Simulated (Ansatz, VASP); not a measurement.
# TiSb (TiSb (P6_3/mmc)) in two plane-wave programs

Aim: how closely do two programs agree when they are given the same cell, functional and k mesh? The cell is taken from a series of runs on this material, whose earlier steps may have relaxed, scaled, displaced or heated it; both programs get it as it stands.

Program: Ansatz 0.2.0. Level of theory: plane waves, with VASP 6.6.1 beside it; relaxation of cell and atoms at r2SCAN. Results are calculated unless marked as measured.

### Step 1. Set-up

Symmetry: P6_3/mmc, No. 194, hexagonal system. The conventional cell has a = 4.063 Å, b = 4.063 Å, c = 6.170 Å, α = 90.00°, β = 90.00°, γ = 120.00°. Nearest to Ti lie 6 Sb at 2.81 Å and 2 Ti at 3.09 Å. Nearest to Sb lie 6 Ti at 2.81 Å. Farther neighbours are not listed.

As a file:

```cif
data_structure
_symmetry_space_group_name_H-M 'P 1'
_symmetry_Int_Tables_number 1
_cell_length_a 4.0630
_cell_length_b 4.0630
_cell_length_c 6.1705
_cell_angle_alpha 90.000
_cell_angle_beta 90.000
_cell_angle_gamma 120.000
_cell_volume 88.21
loop_
_atom_site_label
_atom_site_type_symbol
_atom_site_fract_x
_atom_site_fract_y
_atom_site_fract_z
_atom_site_occupancy
Ti1 Ti 0.00000 0.00000 0.00000 1
Ti2 Ti 0.00000 0.00000 0.50000 1
Sb3 Sb 0.33333 0.66667 0.25000 1
Sb4 Sb 0.66667 0.33333 0.75000 1
```

### Step 2. Ansatz: relaxation of cell and atoms, r2SCAN

Ansatz runs on its PAW soft_1 files.

The relaxed volume is the usual yardstick between codes: in a stiff, nearly cubic crystal its relative difference is about their pressure difference at one cell divided by the bulk modulus.

input.yaml

```yaml
crystal:
  lattice:
    - [4.0629806, 0.0, 0.0]
    - [-2.0314903, 3.5186444, 0.0]
    - [0.0, 0.0, 6.1704967]
  atoms:
    - { symbol: Ti, position: [0.0, 0.0, 0.0] }
    - { symbol: Ti, position: [0.0, 0.0, 0.5] }
    - { symbol: Sb, position: [0.33333333, 0.66666667, 0.25] }
    - { symbol: Sb, position: [0.66666667, 0.33333333, 0.75] }
basis:
  ecutwfc: 500
  xc_grid: 2
hamiltonian:
  xc: r2scan
  pseudopotentials: { kind: paw, azcp: { folder: soft_1 } }
kpoints:
  mp_grid: { grid: [11, 11, 6] }
scf:
  occupations: { method: fermi_dirac, width: 0.05 }
  max_iter: 150
output:
  forces: true
  stress: true
relax:
  f_tol: 0.01
  max_steps: 60
  cell: {}
checkpoint:
  write: "../r2scan.run"
  compress: false
  write_wavefunctions: false
  write_every: 100000
```

Run with:

```
> ansatz run input.yaml --threads 4 --pin off --max-ram 6594MiB --backend cpu --events-out ev --progress --plain --runs-dir out
```

Numbers of over 12 decimals in the logs are rounded to 6 here.

Output:

```text
Engine: ansatz 0.2.0, aarch64-unknown-linux-gnu
Pseudopotentials: kind: paw
Pseudopotential: Ti, paw, valence charge 12, recommended cutoff 500 eV (meta_gga), soft_1/Ti.paw.azcp
Pseudopotential: Sb, paw, valence charge 15, recommended cutoff 500 eV (meta_gga), soft_1/Sb.paw.azcp
Functional definition: r2SCAN
  parameter k0 = 0.174
  parameter k1 = 0.065
  parameter a1 = 4.9479
  exchange = r2scan_x(k0 = k0, k1 = k1, a1 = a1)
  correlation = r2scan_c
Crystal: 4 atoms, lattice volume = 88.215 Å³
Basis set: ecut = 500 eV, 2249 PW (Γ), exchange–correlation on 60×60×96 points (8 copies of the dense FFT grid, shifted against one another)
Bands: 33, of which v1, the nominal top of the filled ones, is band 27 counted from 1 (26 counted from 0)
Symmetry: 24 space group operations
Space group: P63/mmc (ITA 194), of the structure as read, at distance tolerance 4.5e-5 Å
k-points: 64 of 726
Non-local potential: Ti, projectors of the file, l = 0: 3, l = 1: 2, l = 2: 3, l = 3: 1
Non-local potential: Sb, projectors of the file, l = 0: 2, l = 1: 2, l = 2: 2, l = 3: 1
PAW form: soft (Blöchl's): semilocal exchange-correlation on the pseudo side does not see the compensation charge
PAW frozen core: Ti, regenerated for the run's functional (the file was generated under x = pbe(κ = 0.804, μ = 0.219515), c = pbe(β = 0.066725))
PAW frozen core: Sb, regenerated for the run's functional (the file was generated under x = pbe(κ = 0.804, μ = 0.219515), c = pbe(β = 0.066725))
PAW one-centre angular grid: Ti, 590 points (default); XC on 160 Gauss nodes
PAW one-centre angular grid: Sb, 590 points (default); XC on 160 Gauss nodes
Initial density: superposition of atomic densities (chi_scale 0.1, normalization cell, long waves kept (reshape's long-wave potential 0.00 eV rms))
Initial wavefunctions: pseudopotential atomic-orbital guess
Functional: x = r2scan, c = r2scan; τ floored in thin density (d = 2e-4 eV/Å³)
SCF iter   1: F=—  HF=-18009.660883 eV  |F-HF|=—  |Δ(HF+E_count)|=         —  Δρ=4.09e-2  dr2=2.66e0  dr2_τ=3.20e-2  ethr=3.10e-3  ⟨swp⟩=6.0  Hψ=8224  notcnv=0
preconditioner: auto → Kerker (q_TF=auto, 2.514 Å⁻¹)  [metal: Δε(μ)=0.014 eV  Ē_g=5.092 eV  σ=0.050 eV  W_gap=0.07  n_scr=22 (ndim 8)  ℏωp=16.8 eV  f_vac=0.000  D(μ)=3.11/eV (n_scr^D=22)]
SCF iter   2: F=—  HF=-18009.376240 eV  |F-HF|=—  |Δ(HF+E_count)|=   2.85e-1  Δρ=2.42e-2  dr2=5.67e-1  dr2_τ=2.25e-2  ethr=3.10e-3  ⟨swp⟩=2.3  Hψ=3518  notcnv=0
SCF iter   3: F=—  HF=-18009.438984 eV  |F-HF|=—  |Δ(HF+E_count)|=   6.27e-2  Δρ=1.14e-2  dr2=1.81e-1  dr2_τ=3.96e-3  ethr=1.05e-3  ⟨swp⟩=2.2  Hψ=3106  notcnv=0
SCF iter   4: F=—  HF=-18009.443985 eV  |F-HF|=—  |Δ(HF+E_count)|=   5.00e-3  Δρ=3.04e-3  dr2=1.30e-2  dr2_τ=2.31e-4  ethr=3.36e-4  ⟨swp⟩=2.2  Hψ=2953  notcnv=0
SCF iter   5: F=—  HF=-18009.446306 eV  |F-HF|=—  |Δ(HF+E_count)|=   2.32e-3  Δρ=1.17e-3  dr2=1.98e-3  dr2_τ=2.83e-5  ethr=2.40e-5  ⟨swp⟩=2.0  Hψ=3205  notcnv=0
SCF iter   6: F=—  HF=-18009.446475 eV  |F-HF|=—  |Δ(HF+E_count)|=   1.69e-4  Δρ=3.31e-4  dr2=1.10e-4  dr2_τ=7.01e-6  ethr=3.66e-6  ⟨swp⟩=2.0  Hψ=2734  notcnv=0
SCF iter   7: F=—  HF=-18009.446514 eV  |F-HF|=—  |Δ(HF+E_count)|=   3.85e-5  Δρ=1.25e-4  dr2=1.49e-5  dr2_τ=7.93e-7  ethr=2.04e-7  ⟨swp⟩=2.0  Hψ=2699  notcnv=0
SCF iter   8: F=—  HF=-18009.446517 eV  |F-HF|=—  |Δ(HF+E_count)|=   3.80e-6  Δρ=2.16e-5  dr2=5.76e-7  dr2_τ=1.80e-8  ethr=2.76e-8  ⟨swp⟩=2.0  Hψ=2596  notcnv=0
SCF iter   9: F=-18009.446517 eV  HF=-18009.446517 eV  |F-HF|=3.14e-8  |Δ(HF+E_count)|=   8.25e-8  Δρ=9.08e-6  dr2=8.97e-8  dr2_τ=2.86e-9  ethr=1.85e-10  ⟨swp⟩=5.0  Hψ=6891  notcnv=0
SCF 1 converged in 9 iterations: F = -18009.446517 eV  dr2 = 8.97e-8
  greatest PAW one-centre occupation: 1.000 electrons in one spin orbital (limit 2), on the Ti atom at site 1 (counted from 0), in its partial waves of l = 0
relax step   1: F+E_penalty+E_count = -18009.44651735 eV  Δ(F+E_penalty+E_count) = +0.000e0 eV  max|allowed force component| = 7.401e-17 eV/Å  Δτ_max = 0.0000 Å  P = -0.048 GPa  Ω = 88.215 Å³  (9 SCF iters, dr2 threshold 1.00e-7 eV, accepted)
[...]
relax step   2: F+E_penalty+E_count = -18009.44715016 eV  Δ(F+E_penalty+E_count) = -6.328e-4 eV  max|allowed force component| = 1.388e-17 eV/Å  Δτ_max = 0.0000 Å  P = -0.008 GPa  Ω = 88.108 Å³  energy of the carried Pulay correction = +5.151e-5 eV  (6 SCF iters, dr2 threshold 1.48e-7 eV, accepted)
[...]
relax step   3: F+E_penalty+E_count = -18009.44717919 eV  Δ(F+E_penalty+E_count) = -2.903e-5 eV  max|allowed force component| = 1.099e-16 eV/Å  Δτ_max = 0.0000 Å  P = +0.024 GPa  Ω = 88.092 Å³  energy of the carried Pulay correction = +5.452e-5 eV  (6 SCF iters, dr2 threshold 1.24e-8 eV, accepted)
[...]
relax step   4: F+E_penalty+E_count = -18009.44711511 eV  Δ(F+E_penalty+E_count) = +6.408e-5 eV  max|allowed force component| = 1.006e-16 eV/Å  Δτ_max = 0.0000 Å  P = +0.024 GPa  Ω = 88.092 Å³  stress off target by 2.65e-2 GPa  SCF on the basis re-selected at this cell (its energy is not comparable with the rows above)  (4 SCF iters)
basis re-selected at this cell: Δ(F+E_penalty+E_count) = +6.408e-5 eV, ΔP = -0.000 GPa vs the last step (what re-selecting the basis moved, of the pressure what is left beyond the Pulay correction that the steps carried, after the strain that the cell walked since its last selection, with what the two solves' SCF thresholds leave and, on support functions, any second-order correction that the steps lacked; it is no m [...]
SCF converged after 4 iterations
Free energy (F): -18009.447115 eV
Harris-Foulkes:  -18009.447115 eV  (|F-HF|=1.82e-11)
Internal energy: -18009.419973 eV  (E = F + TS)
E sigma→0 (E₀):  -18009.433544 eV
Entropy (-TS):   -0.027143 eV (-6.786 meV/atom)
Fermi energy:    12.541794 eV
--- Per-component energies (eV) ---
  E_band       = -652.328518
  E_kinetic    = 888.719629
  E_local      = -4807.235398  (includes V_loc(G=0)·N_el)
  E_nonlocal   = 904.930138
  E_hartree    = 1974.191361
  E_xc         = -405.348937
  E_vxc        = -511.448293  (∫ρ·V_xc dr)
  E_paw        = -11240.898179  (= ΣΔE_a)
  E_vpaw       = -1107.419951  (= ΣTr[D̂ρ^β])
  E_aug_tail   = 0.000046  (compensation charges beyond the density's cutoff)
  E_vtau       = 31.742731  (kinetic-family band-sum trace: ∫τ·v_τ [+ j·A + Jᵃ·Aᵃ] dr)
  E_ewald      = -5324.283835
  E_core_change = 0.505201  (= ΣΔE_core)
  E_smearing   = -0.027143  (= −TS)
  E_closure    = -0.000000  (closes the sum)
  Σ components = -18009.447115   (vs F -18009.447115, Δ=0.00e0)
--- Forces (eV/Å), atoms counted from 1 ---
  atom   1  Ti     0.00000000    -0.00000000     0.00000000
  atom   2  Ti    -0.00000000    -0.00000000    -0.00000000
  atom   3  Sb     0.00000000    -0.00000000    -0.00000000
  atom   4  Sb     0.00000000     0.00000000     0.00000000
  max |Σ_I F_I| component: 1.85e-17 eV/Å
--- Stress (GPa, compression-positive) ---
        0.022842       0.000000       0.000000
        0.000000       0.022842       0.000000
        0.000000       0.000000       0.026516
  P = ⅓ Tr σ = 0.0241 GPa (0.241 kbar)
--- Relaxed structure (3 steps of the walk, 3 accepted, 1 SCFs on fresh bases) ---
  F+E_penalty+E_count = -18009.44711511 eV   max|allowed force component| = 1.006e-16 eV/Å   (the final SCF, on the basis selected at the relaxed cell)
  cell:  # Å, volume = 88.0916 Å³
    - [4.050981, 0.0, 0.0]
    - [-2.025491, 3.508253, 0.0]
    - [0.0, 0.0, 6.198458]
  atoms:
    - { symbol: Ti, position: [0, 0, 0] }
    - { symbol: Ti, position: [0, 0, 0.5] }
    - { symbol: Sb, position: [0.333333, 0.666667, 0.25] }
    - { symbol: Sb, position: [0.666667, 0.333333, 0.75] }
```

(Part 1 of 2 ends here.)

[Lines on the potential files, build, host, timing and source positions are cut from VASP's logs without a mark.]

[Logs are printed without paths, hosts, clocks, repeated set-up lines and the standing remarks that a program may print on its own settings, such as how far it seeks lower states.]

[Hosts, paths, dates, database ids (printed as entryN), source tags and the programs' standing remarks are cut or masked in the printed files.]
